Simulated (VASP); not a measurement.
# N on Ni(100): which site?, part 7 of 7

Aim: adsorption energies of N on the high-symmetry sites of Ni(100), at a coverage of 1/4.

VASP 6.6.1, plane waves and PAW; the level of theory is named at each step.

Still holding for the runs below: The magnetic state follows from one typed start and may not be the lowest.

So far, largest spin moment in the PAW sphere (μB): step 2 (the bulk reference, job relaxation, k-mesh 19×19×19) 0.684; step 4 (relaxing the slab) 0.786; step 6 (relaxing the adsorbate, site ontop) 0.775; step 8 (relaxing the adsorbate, site hollow) 0.758.

### 10. Relaxing the adsorbate, site bridge

Level of this step: RPBE, spin-polarised from a ferromagnetic start; plane waves and PAW (Ni, N) (VASP).

Input file INCAR:

```
SYSTEM = Ni16N
PREC = Normal
ENCUT = 440
EDIFF = 1E-05
NELM = 120
ISMEAR = 1
SIGMA = 0.15
LREAL = Auto
ALGO = Fast
GGA = RP
NBANDS = 120
ISPIN = 2
MAGMOM = 1 1 1 1 1 1 1 1 1 1 1 1 1 1 1 1 0
LASPH = .TRUE.
LMAXMIX = 4
LORBIT = 11
LWAVE = .FALSE.
LCHARG = .FALSE.
KPAR = 2
NCORE = 2
IBRION = 2
NSW = 50
ISIF = 2
EDIFFG = -0.03
POTIM = 0.4
MAXMIX = 40
IDIPOL = 3
LDIPOL = .TRUE.
DIPOL = 0.5 0.5 0.512
```

Input file POSCAR:

```
Ni16N
1.0
    5.0272167418      0.0000000000      0.0000000000
    0.0000000000      5.0272167418      0.0000000000
    0.0000000000      0.0000000000     20.3321685729
Ni N
16 1
Selective dynamics
Direct
    0.2500000000      0.2500000000      0.3688735900  F F F
    0.7500000000      0.2500000000      0.3688735900  F F F
    0.2500000000      0.7500000000      0.3688735900  F F F
    0.7500000000      0.7500000000      0.3688735900  F F F
    0.0000000000      0.0000000000      0.4562912000  F F F
    0.5000000000      0.0000000000      0.4562912000  F F F
    0.0000000000      0.5000000000      0.4562912000  F F F
    0.5000000000      0.5000000000      0.4562912000  F F F
    0.2500000000      0.2500000000      0.5453232500  T T T
    0.7500000000      0.2500000000      0.5453232500  T T T
    0.2500000000      0.7500000000      0.5453232500  T T T
    0.7500000000      0.7500000000      0.5453232500  T T T
    0.0000000000      0.0000000000      0.6298322300  T T T
    0.5000000000      0.0000000000      0.6298322300  T T T
    0.0000000000      0.5000000000      0.6298322300  T T T
    0.5000000000      0.5000000000      0.6298322300  T T T
    0.2500000000      0.0000000000      0.6986886400  T T T
```

Input file KPOINTS:

```
Automatic mesh
0
Gamma
5 5 1
0 0 0
```

The projector-augmented-wave data sets are Ni and N (PBE family, release 64).

Launch:

```sh
$ mpirun -np 4 vasp_std
```

The log of the run:

```text
[... set-up lines as in an earlier step ...]
 entering main loop
       N       E                     dE             d eps       ncg     rms          rms(c)
DAV:   1     0.119968931982E+04    0.11997E+04   -0.64304E+04  4320   0.131E+03
DAV:   2     0.378735161964E+02   -0.11618E+04   -0.10883E+04  4320   0.313E+02
DAV:   3    -0.875475391685E+02   -0.12542E+03   -0.10918E+03  4776   0.131E+02
DAV:   4    -0.961357432611E+02   -0.85882E+01   -0.82360E+01  4744   0.324E+01
[...]
RMM:  42    -0.798475215016E+02   -0.37109E-04   -0.69583E-07  1716   0.217E-03    0.112E-03
RMM:  43    -0.798475334606E+02   -0.11959E-04   -0.26394E-07  1537   0.179E-03    0.152E-03
RMM:  44    -0.798475399528E+02   -0.64922E-05   -0.45532E-07  1617   0.188E-03
   1 F= -.79847540E+02 E0= -.79850818E+02  d E =-.798475E+02  mag=    10.7234
[... from here on, the cycles between the ionic steps are left out ...]
   2 F= -.80330047E+02 E0= -.80335019E+02  d E =-.482507E+00  mag=     9.9315
   3 F= -.80330052E+02 E0= -.80335026E+02  d E =-.482512E+00  mag=     9.9325
   4 F= -.80363775E+02 E0= -.80369056E+02  d E =-.337237E-01  mag=     9.9016
   5 F= -.80378707E+02 E0= -.80384264E+02  d E =-.486556E-01  mag=     9.8752
   6 F= -.80378835E+02 E0= -.80384421E+02  d E =-.487830E-01  mag=     9.8712
   7 F= -.80381732E+02 E0= -.80387492E+02  d E =-.289791E-02  mag=     9.8370
   8 F= -.80381852E+02 E0= -.80387648E+02  d E =-.301757E-02  mag=     9.8293
   9 F= -.80384008E+02 E0= -.80389898E+02  d E =-.215590E-02  mag=     9.8374
  10 F= -.80384247E+02 E0= -.80390171E+02  d E =-.239541E-02  mag=     9.8391
  11 F= -.80384293E+02 E0= -.80390227E+02  d E =-.244128E-02  mag=     9.8394
  12 F= -.80384318E+02 E0= -.80390269E+02  d E =-.246572E-02  mag=     9.8400
  13 F= -.80384310E+02 E0= -.80390251E+02  d E =-.245808E-02  mag=     9.8393
  14 F= -.80384320E+02 E0= -.80390266E+02  d E =-.246780E-02  mag=     9.8395
  15 F= -.80384792E+02 E0= -.80390788E+02  d E =-.472579E-03  mag=     9.8380
  16 F= -.80385397E+02 E0= -.80391526E+02  d E =-.107692E-02  mag=     9.8375
  17 F= -.80385395E+02 E0= -.80391563E+02  d E =0.132855E-05  mag=     9.8437
 trial-energy change:    0.000001  1 .order   -0.000119   -0.000249    0.000012
 step:   1.6102(harm=  1.6102)  dis= 0.00167  next Energy=   -80.385516 (dE=-0.119E-03)
 reached required accuracy - stopping structural energy minimisation
```

The job ended after 15 min (4 MPI ranks of Intel Xeon Platinum 8559C (Emerald Rapids), shared host; peak memory 1.8 GiB; 57 min of CPU time).

Parts of OUTCAR (step 10):

```text
  Total       -6.3329428     -6.4885259     -2.8613792      0.0000000      0.0000000      0.0000000
  in kB      -19.7459132    -20.2310164     -8.9216890      0.0000000      0.0000000      0.0000000
  external PRESSURE =     -16.2995396 kB  Pullay stress =       0.0000000 kB

 POSITION                                       TOTAL-FORCE (eV/Angst)
 -----------------------------------------------------------------------------------
      1.25680      1.25680      7.50000        -0.000000      0.024497      0.321601
      3.77041      1.25680      7.50000         0.000000      0.039367      0.297167
      1.25680      3.77041      7.50000        -0.000000     -0.024497      0.321601
      3.77041      3.77041      7.50000         0.000000     -0.039367      0.297167
      0.00000      0.00000      9.27739        -0.040749      0.000000     -0.244228
      2.51361      0.00000      9.27739         0.040749      0.000000     -0.244228
      0.00000      2.51361      9.27739        -0.023596      0.000000     -0.362809
      2.51361      2.51361      9.27739         0.023596      0.000000     -0.362809
      1.25680      1.25599     11.05115         0.000000      0.001224     -0.003252
      3.77041      1.23897     11.07663         0.000000     -0.001697     -0.000201
      1.25680      3.77122     11.05115         0.000000     -0.001224     -0.003252
      3.77041      3.78825     11.07663         0.000000      0.001697     -0.000201
      5.01530      5.02722     12.92386         0.015394      0.000000      0.008637
      2.52552      5.02722     12.92386        -0.015394      0.000000      0.008637
[...]
-----------------------------------------------------------------------------------
    total drift:                                0.000000      0.000000      0.044810

  FREE ENERGIE OF THE ION-ELECTRON SYSTEM (eV)
  ---------------------------------------------------
  free  energy   TOTEN  =       -80.3853954734 eV

  energy  without entropy=      -80.4038965721  energy(sigma->0) =      -80.39156251

 magnetization (x)
# of ion       s       p       d       tot
------------------------------------------
    1       -0.003  -0.021   0.777   0.753
    2       -0.004  -0.021   0.776   0.751
    3       -0.003  -0.021   0.777   0.753
    4       -0.004  -0.021   0.776   0.751
    5       -0.008  -0.027   0.740   0.705
    6       -0.008  -0.027   0.740   0.705
    7       -0.007  -0.026   0.721   0.689
    8       -0.007  -0.026   0.721   0.689
    9       -0.007  -0.023   0.751   0.721
   10       -0.006  -0.026   0.652   0.620
   11       -0.007  -0.023   0.751   0.721
   12       -0.006  -0.026   0.652   0.620
   13        0.001  -0.012   0.125   0.115
[...]
--------------------------------------------------
tot         -0.080  -0.320  10.507  10.107

[... 2 parts as in an earlier step ...]

[... 2 further parts left out ...]
[key lines of the parts left out:]
E-fermi :   0.0612
```

The run keeps the 4 symmetry operations of its start, so it cannot find a distortion of lower symmetry.

Step by step:

| step | energy less that of the first step (eV) | largest force (eV/Å) |
| --- | --- | --- |
| 1 | 0.0000 | 3.2337 |
| 2 | -0.4825 | 0.6780 |
| 3 | -0.4825 | 0.6753 |
| 4 | -0.5162 | 0.3566 |
| 5 | -0.5312 | 0.1268 |
| 6 | -0.5313 | 0.1354 |
| 7 | -0.5342 | 0.1147 |
| 8 | -0.5343 | 0.1710 |
| 9 | -0.5365 | 0.0790 |
| 10 | -0.5367 | 0.0548 |
| 11 | -0.5368 | 0.0450 |
| 12 | -0.5368 | 0.0508 |
| 13 | -0.5368 | 0.0482 |
| 14 | -0.5368 | 0.0457 |
| 15 | -0.5373 | 0.0303 |
| 16 | -0.5379 | 0.0383 |
| 17 | -0.5379 | 0.0249 |

The atoms that moved most (Å):

```csv
atom,dx,dy,dz,length
N17,0.000,0.000,-0.143,0.143
Ni14,0.012,0.000,0.118,0.119
Ni13,-0.012,0.000,0.118,0.119
Ni15,-0.011,0.000,-0.044,0.046
Ni16,0.011,0.000,-0.044,0.046
Ni11,0.000,0.001,-0.036,0.036
Ni9,0.000,-0.001,-0.036,0.036
Ni12,0.000,0.018,-0.011,0.021
```

Final coordinates:

```
Ni N
1.0
     5.02722    0.00000    0.00000
     0.00000    5.02722    0.00000
     0.00000    0.00000   20.33217
Ni N
16 1
Direct
  0.25000 0.25000 0.36887
  0.75000 0.25000 0.36887
  0.25000 0.75000 0.36887
  0.75000 0.75000 0.36887
  0.00000 0.00000 0.45629
  0.50000 0.00000 0.45629
  0.00000 0.50000 0.45629
  0.50000 0.50000 0.45629
  0.25000 0.24984 0.54353
  0.75000 0.24645 0.54478
  0.25000 0.75016 0.54353
  0.75000 0.75355 0.54478
  0.99763 0.00000 0.63564
  0.50237 0.00000 0.63564
  0.99785 0.50000 0.62765
  0.50215 0.50000 0.62765
  0.25000 0.00000 0.69164
```

The run ended after 17 ionic steps, 0.538 eV below its first step, once the forces on the free atoms met EDIFFG = -0.03.

### 11. Potential and states with the adsorbate, site bridge

INCAR, as its differences from that of step 10:

```diff
@@ -3,3 +3,3 @@
 ENCUT = 440
-EDIFF = 1E-05
+EDIFF = 1E-06
 NELM = 120
@@ -20,8 +20,2 @@
 NCORE = 2
-IBRION = 2
-NSW = 50
-ISIF = 2
-EDIFFG = -0.03
-POTIM = 0.4
-MAXMIX = 40
 IDIPOL = 3
@@ -29 +23,4 @@
 DIPOL = 0.5 0.5 0.512
+LVHAR = .TRUE.
+LVACPOTAV = .TRUE.
+NEDOS = 1500
```

Input file POSCAR:

```
Ni16N
1.0
    5.0272167418      0.0000000000      0.0000000000
    0.0000000000      5.0272167418      0.0000000000
    0.0000000000      0.0000000000     20.3321685729
Ni N
16 1
Selective dynamics
Direct
    0.2500000000      0.2500000000      0.3688735900  F F F
    0.7500000000      0.2500000000      0.3688735900  F F F
    0.2500000000      0.7500000000      0.3688735900  F F F
    0.7500000000      0.7500000000      0.3688735900  F F F
    0.0000000000      0.0000000000      0.4562912000  F F F
    0.5000000000      0.0000000000      0.4562912000  F F F
    0.0000000000      0.5000000000      0.4562912000  F F F
    0.5000000000      0.5000000000      0.4562912000  F F F
    0.2500000000      0.2498384118      0.5435305232  T T T
    0.7500000000      0.2464520997      0.5447833378  T T T
    0.2500000000      0.7501615882      0.5435305232  T T T
    0.7500000000      0.7535479003      0.5447833378  T T T
    0.9976304367      0.0000000000      0.6356360112  T T T
    0.5023695633      0.0000000000      0.6356360112  T T T
    0.9978538095      0.5000000000      0.6276533024  T T T
    0.5021461905      0.5000000000      0.6276533024  T T T
    0.2500000000      0.0000000000      0.6916406408  T T T
```

KPOINTS is that of step 10.

Launch:

```sh
$ mpirun -np 4 vasp_std
```

The log of the run:

```text
[... set-up lines as in an earlier step ...]
 entering main loop
       N       E                     dE             d eps       ncg     rms          rms(c)
DAV:   1     0.120406591819E+04    0.12041E+04   -0.64311E+04  4320   0.131E+03
DAV:   2     0.395885321336E+02   -0.11645E+04   -0.10904E+04  4320   0.313E+02
DAV:   3    -0.882562994557E+02   -0.12784E+03   -0.11248E+03  4880   0.132E+02
DAV:   4    -0.964940337506E+02   -0.82377E+01   -0.79598E+01  4712   0.325E+01
[...]
RMM:  49    -0.803855554628E+02   -0.24176E-05   -0.58062E-08  2833   0.889E-04    0.109E-03
RMM:  50    -0.803855568984E+02   -0.14356E-05   -0.16289E-08  2311   0.621E-04    0.809E-04
RMM:  51    -0.803855577393E+02   -0.84096E-06   -0.10625E-08  2091   0.559E-04
 [... a notice as in an earlier step ...]

   1 F= -.80385558E+02 E0= -.80391728E+02  d E =0.185116E-01  mag=     9.8442
```

Wall time 4.6 min (4 MPI ranks); peak memory 1.7 GiB.

From OUTCAR (step 11):

```text
  Total       -6.3573664     -6.5128149     -2.8892607      0.0000000      0.0000000      0.0000000
  in kB      -19.8220654    -20.3067487     -9.0086227      0.0000000      0.0000000      0.0000000
  external PRESSURE =     -16.3791456 kB  Pullay stress =       0.0000000 kB

 POSITION                                       TOTAL-FORCE (eV/Angst)
 -----------------------------------------------------------------------------------
      1.25680      1.25680      7.50000         0.000000      0.024510      0.322346
      3.77041      1.25680      7.50000         0.000000      0.039382      0.297682
      1.25680      3.77041      7.50000         0.000000     -0.024510      0.322346
      3.77041      3.77041      7.50000         0.000000     -0.039382      0.297682
      0.00000      0.00000      9.27739        -0.040809      0.000000     -0.243405
      2.51361      0.00000      9.27739         0.040809      0.000000     -0.243405
      0.00000      2.51361      9.27739        -0.023705      0.000000     -0.362111
      2.51361      2.51361      9.27739         0.023705      0.000000     -0.362111
      1.25680      1.25599     11.05115         0.000000      0.000358     -0.005861
      3.77041      1.23897     11.07663         0.000000     -0.003598     -0.000609
      1.25680      3.77122     11.05115         0.000000     -0.000358     -0.005861
      3.77041      3.78825     11.07663         0.000000      0.003598     -0.000609
      5.01530      0.00000     12.92386         0.015374      0.000000      0.009560
      2.52552      0.00000     12.92386        -0.015374      0.000000      0.009560
[...]
-----------------------------------------------------------------------------------
    total drift:                                0.000000      0.000000      0.033842

  FREE ENERGIE OF THE ION-ELECTRON SYSTEM (eV)
  ---------------------------------------------------
  free  energy   TOTEN  =       -80.3855577393 eV

  energy  without entropy=      -80.4040693279  energy(sigma->0) =      -80.39172827

 magnetization (x)
# of ion       s       p       d       tot
------------------------------------------
    1       -0.003  -0.021   0.777   0.753
    2       -0.004  -0.021   0.776   0.751
    3       -0.003  -0.021   0.777   0.753
    4       -0.004  -0.021   0.776   0.751
    5       -0.008  -0.027   0.740   0.705
    6       -0.008  -0.027   0.740   0.705
    7       -0.007  -0.026   0.721   0.689
    8       -0.007  -0.026   0.721   0.689
    9       -0.007  -0.023   0.751   0.721
   10       -0.006  -0.026   0.652   0.620
   11       -0.007  -0.023   0.751   0.721
   12       -0.006  -0.026   0.652   0.620
   13        0.001  -0.012   0.125   0.114
[...]
--------------------------------------------------
tot         -0.080  -0.320  10.507  10.107

[... 2 parts as in an earlier step ...]

[... 1 further part left out ...]
[key lines of the parts left out:]
E-fermi :   0.0620
```

The map of layer states is cut here 0.5 eV above the Fermi level, so it leaves out the states above that.

At the end the adsorbate's closest contact with the slab is N-Ni at 1.70 Å, 1.27 Å to the side of the slab's atom, and its lowest atom lies 1.14 Å above the highest atom of the slab.

The vacuum level lies 5.61 eV above the Fermi level at the upper face; the two faces differ by 0.91 eV, the step that the slab's dipole of 0.127 e·Å makes.

VASP counts the dipole in electrons times Å, so a positive number points the physical dipole along −c.

The program found no field-free point at its default tolerance, but its printed level agrees with the flat part of the planar average.

On this mesh the fine structure of the density of states is sampling noise, and high empty states may be cut by the number of bands.

### 12. The sites side by side

This step: adsorption sites, RPBE; plane waves and PAW (VASP 6.6.1).

No new run; the numbers come from the runs before.

The site's symmetry is kept, so a site may be a saddle point. All sites:

```
  site  adsorption energy (eV)  height over the top layer (Å)  shortest distance to the metal (Å)  bond in the molecule (Å)  change of the work function (eV)  sideways move (Å)
 ontop                   2.291                          1.629                               1.624                         -                             1.219                  0
hollow                 -0.6869                         0.3579                               1.844                         -                            0.2344                  0
bridge                  0.7798                           1.22                               1.705                         -                            0.9114                  0
```

Each adsorption energy is the energy with the adsorbate less the clean slab (-73.042 eV) and the reference (-8.129 eV, half of N2).

### 13. Summary of results

| Property | Result |
| --- | --- |
| ontop start | 2.29 eV |
| hollow start | -0.69 eV |
| bridge start | 0.78 eV |

**Reading.** Among the starts that kept their site, N is lowest at the hollow site of Ni(100), at -0.69 eV against half of N2; bridge lies 1.47 eV higher and ontop lies 2.98 eV higher. At that site the work function rises by 0.23 eV from 4.70 eV. Symmetry was kept, so any start that stayed on its site may sit on a saddle point. The slab is thin, and zero-point and thermal parts are left out.

[Lines on the potential files, build, host, timing and source positions are cut from VASP's logs without a mark.]

[Logs are printed without paths, hosts, clocks, repeated set-up lines and the standing remarks that a program may print on its own settings, such as how far it seeks lower states.]

[Hosts, paths, dates, database ids (printed as entryN), source tags and the programs' standing remarks are cut or masked in the printed files.]

[Runs that stopped without an error message from VASP are left out.]
